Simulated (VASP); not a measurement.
Method: r2SCAN meta-GGA, VASP's PBE PAW potentials (set 64) (plane waves; VASP).

VASP input:

**INCAR**
```
SYSTEM = LaB6
PREC = Accurate
ENCUT = 520
EDIFF = 1E-7
NELM = 100
ALGO = Normal
LREAL = .FALSE.
LASPH = .TRUE.
ISMEAR = -5
METAGGA = R2SCAN
LMIXTAU = .TRUE.
LMAXMIX = 6
LWAVE = .FALSE.
LCHARG = .FALSE.
LORBIT = 11
NEDOS = 601
ISIF = 2
LEFG = .TRUE.
```

KPOINTS_OPT:
```
k-points along high-symmetry lines
10
Line-mode
Reciprocal
  0.000000   0.000000   0.000000 ! GAMMA
  0.000000   0.500000   0.000000 ! X

  0.000000   0.500000   0.000000 ! X
  0.500000   0.500000   0.000000 ! M

  0.500000   0.500000   0.000000 ! M
  0.000000   0.000000   0.000000 ! GAMMA

  0.000000   0.000000   0.000000 ! GAMMA
  0.500000   0.500000   0.500000 ! R

  0.500000   0.500000   0.500000 ! R
  0.000000   0.500000   0.000000 ! X

  0.500000   0.500000   0.500000 ! R
  0.500000   0.500000   0.000000 ! M
```

### KPOINTS
```
Regular mesh
0
G
  8 8 8
```

**POSCAR**
```
LaB6
4.1525770
  0.9999998879   0.0000000000   0.0000000000
  0.0000000000   0.9999998879   0.0000000000
  0.0000000000   0.0000000000   0.9999998879
La B
1 6
Direct
  0.0000000000   0.0000000000   1.0000000000
  0.8001572530   0.5000000000   0.5000000000
  0.5000000000   0.1998427470   0.5000000000
  0.5000000000   0.8001572530   0.5000000000
  0.1998427470   0.5000000000   0.5000000000
  0.5000000000   0.5000000000   0.8001572530
  0.5000000000   0.5000000000   0.1998427470
```

POTCAR, in this order: La B (PBE.64 set). Program: vasp_std.

Output of the run:

File OSZICAR:
```
       N       E                     dE             d eps       ncg     rms          rms(c)
DAV:   1     0.210640522941E+03    0.21064E+03   -0.11819E+04  1276   0.213E+03
DAV:   2    -0.388532283365E+02   -0.24949E+03   -0.24022E+03  1668   0.347E+02
DAV:   3    -0.855765283092E+02   -0.46723E+02   -0.43376E+02  2010   0.182E+02
DAV:   4    -0.877271591310E+02   -0.21506E+01   -0.21332E+01  2278   0.413E+01
DAV:   5    -0.878093330695E+02   -0.82174E-01   -0.81445E-01  1976   0.619E+00    0.926E+00
DAV:   6    -0.780027964811E+02    0.98065E+01   -0.92756E+00  1872   0.219E+01    0.515E+00
DAV:   7    -0.775924444189E+02    0.41035E+00   -0.37572E+00  2174   0.187E+01    0.179E+00
DAV:   8    -0.780112267357E+02   -0.41878E+00   -0.14922E+00  1984   0.127E+01    0.132E+00
DAV:   9    -0.776789409369E+02    0.33229E+00   -0.37971E-01  2478   0.722E+00    0.811E-01
DAV:  10    -0.782101815596E+02   -0.53124E+00   -0.39694E-01  1906   0.665E+00    0.382E-01
DAV:  11    -0.782095705070E+02    0.61105E-03   -0.27154E-02  2240   0.185E+00    0.255E-01
DAV:  12    -0.782163210501E+02   -0.67505E-02   -0.24350E-02  1910   0.110E+00    0.656E-02
DAV:  13    -0.782165046150E+02   -0.18356E-03   -0.22340E-03  2448   0.615E-01    0.321E-02
DAV:  14    -0.782169325159E+02   -0.42790E-03   -0.12113E-03  1716   0.269E-01    0.152E-02
DAV:  15    -0.782169513090E+02   -0.18793E-04   -0.13394E-04  1868   0.145E-01    0.845E-03
DAV:  16    -0.782170278912E+02   -0.76582E-04   -0.41874E-05  1832   0.733E-02    0.448E-03
DAV:  17    -0.782170383703E+02   -0.10479E-04   -0.74342E-06  2000   0.292E-02    0.336E-03
DAV:  18    -0.782170365014E+02    0.18688E-05   -0.15485E-06  1886   0.138E-02    0.324E-03
DAV:  19    -0.782170369863E+02   -0.48485E-06   -0.40369E-06  2246   0.190E-02    0.124E-03
DAV:  20    -0.782170379131E+02   -0.92683E-06   -0.66652E-07  1980   0.961E-03    0.262E-04
DAV:  21    -0.782170381136E+02   -0.20044E-06   -0.24338E-08   922   0.194E-03    0.103E-04
DAV:  22    -0.782170380554E+02    0.58132E-07   -0.10029E-08   902   0.213E-03
   1 F= -.78217038E+02 E0= -.78217038E+02  d E =0.000000E+00
       N       E                     dE             ncg
       N       E                     dE             ncg
```

File OUTCAR:
```
------------------------ aborting loop because EDIFF is reached ----------------------------------------
  FORCE on cell =-STRESS in cart. coord.  units (eV):
  Direction    XX          YY          ZZ          XY          YZ          ZX
  --------------------------------------------------------------------------------------
  Total       -0.0380455     -0.0380455     -0.0380455      0.0000000     -0.0000000     -0.0000000
  in kB       -0.8512576     -0.8512576     -0.8512576      0.0000000     -0.0000000     -0.0000000
  external PRESSURE =      -0.8512576 kB  Pullay stress =       0.0000000 kB
  volume of cell :       71.61
      direct lattice vectors                 reciprocal lattice vectors
     4.152576535  0.000000000  0.000000000     0.240814345  0.000000000  0.000000000
     0.000000000  4.152576535  0.000000000     0.000000000  0.240814345  0.000000000
     0.000000000  0.000000000  4.152576535     0.000000000  0.000000000  0.240814345
 POSITION                                       TOTAL-FORCE (eV/Angst)
 -----------------------------------------------------------------------------------
      0.00000      0.00000      0.00000         0.000000     -0.000000     -0.000000
      3.32271      2.07629      2.07629         0.001288     -0.000000     -0.000000
      2.07629      0.82986      2.07629         0.000000     -0.001288     -0.000000
      2.07629      3.32271      2.07629         0.000000      0.001288     -0.000000
      0.82986      2.07629      2.07629        -0.001288      0.000000     -0.000000
      2.07629      2.07629      3.32271         0.000000     -0.000000      0.001288
      2.07629      2.07629      0.82986         0.000000      0.000000     -0.001288
 -----------------------------------------------------------------------------------
    total drift:                                0.000000      0.000000     -0.000000
  FREE ENERGIE OF THE ION-ELECTRON SYSTEM (eV)
  ---------------------------------------------------
  free  energy   TOTEN  =       -78.2170380554 eV

  energy  without entropy=      -78.2170380554  energy(sigma->0) =      -78.21703806

 total charge

# of ion       s       p       d       f       tot
--------------------------------------------------
    1        1.970   5.691   0.614   0.208   8.483
    2        0.709   1.363   0.000   0.000   2.071
    3        0.709   1.363   0.000   0.000   2.071
    4        0.709   1.363   0.000   0.000   2.071
    5        0.709   1.363   0.000   0.000   2.071
    6        0.709   1.363   0.000   0.000   2.071
    7        0.709   1.363   0.000   0.000   2.071
--------------------------------------------------
tot          6.221  13.867   0.614   0.208  20.911

 Electric field gradients after diagonalization (V/A^2)
 (convention: |V_zz| > |V_xx| > |V_yy|)
----------------------------------------------------------------------
 ion       V_xx      V_yy      V_zz     asymmetry (V_yy - V_xx)/ V_zz
----------------------------------------------------------------------
   1       0.000    -0.000     0.000      -1.460
   2       6.349     6.349   -12.697       0.000
   3       6.349     6.349   -12.697       0.000
   4       6.349     6.349   -12.697       0.000
   5       6.349     6.349   -12.697       0.000
   6       6.349     6.349   -12.697       0.000
   7       6.349     6.349   -12.697       0.000
```
(Selected blocks of OUTCAR.)

For a metal the tetrahedron method with Blöchl corrections gives inexact stress and forces.

The compound is LaB6 in the cab6 structure. It was relaxed first. The electron count is odd and the run is not spin-polarised, which forces a metal.
